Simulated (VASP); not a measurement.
OSZICAR of a VASP run on MnS (rock salt, AFM-II order):

File OSZICAR:
```
       N       E                     dE             d eps       ncg     rms          rms(c)
DAV:   1     0.325976403553E+03    0.32598E+03   -0.18664E+04  3616   0.136E+03
DAV:   2    -0.144001032339E+01   -0.32742E+03   -0.31956E+03  3254   0.400E+02
DAV:   3    -0.281759006365E+02   -0.26736E+02   -0.26180E+02  4135   0.112E+02
DAV:   4    -0.289838116441E+02   -0.80791E+00   -0.80585E+00  3838   0.185E+01
DAV:   5    -0.289985829456E+02   -0.14771E-01   -0.14761E-01  4041   0.299E+00    0.233E+01
DAV:   6    -0.278950076408E+02    0.11036E+01   -0.21143E+01  4098   0.398E+01    0.148E+01
DAV:   7    -0.283765239132E+02   -0.48152E+00   -0.35607E+00  3743   0.194E+01    0.910E+00
DAV:   8    -0.283992076281E+02   -0.22684E-01   -0.63056E-01  3930   0.780E+00    0.538E+00
DAV:   9    -0.283867310322E+02    0.12477E-01   -0.99396E-02  3425   0.293E+00    0.194E+00
DAV:  10    -0.283907177036E+02   -0.39867E-02   -0.16883E-02  3847   0.105E+00    0.322E-01
DAV:  11    -0.283921172379E+02   -0.13995E-02   -0.49111E-03  3604   0.598E-01    0.186E-01
DAV:  12    -0.283921884405E+02   -0.71203E-04   -0.69534E-04  3822   0.268E-01    0.113E-01
DAV:  13    -0.283922376437E+02   -0.49203E-04   -0.16045E-04  3461   0.852E-02    0.695E-02
DAV:  14    -0.283922562221E+02   -0.18578E-04   -0.25586E-05  3285   0.414E-02    0.235E-02
DAV:  15    -0.283922561944E+02    0.27678E-07   -0.75493E-06  3163   0.165E-02
   1 F= -.28392256E+02 E0= -.28392256E+02  d E =-.869118E-16  mag=    -0.0002
```

**Question.** Which electronic solver shows in the log?

**Answer.** It is blocked Davidson (ALGO = Normal, or the opening steps of other solvers). The INCAR had ALGO = Normal.

**Question.** How was spin treated?

**Answer.** Collinear spin (ISPIN = 2): the summary line carries one mag value, 0.00 μB in the cell.

**Question.** Can the final energy be trusted as converged?

**Answer.** The run converged. It stopped with EDIFF = 1E-6, NELM = 100 (PBE GGA, plane waves, VASP's PBE PAW potentials (set 64)).

The compound is MnS in the rock salt, AFM-II order structure. The cell was not relaxed at this level. The run is one of a series of settings (MAGMOM = 7.0 -3.0 0.0 0.0 against the base run), some of them coarse on purpose.
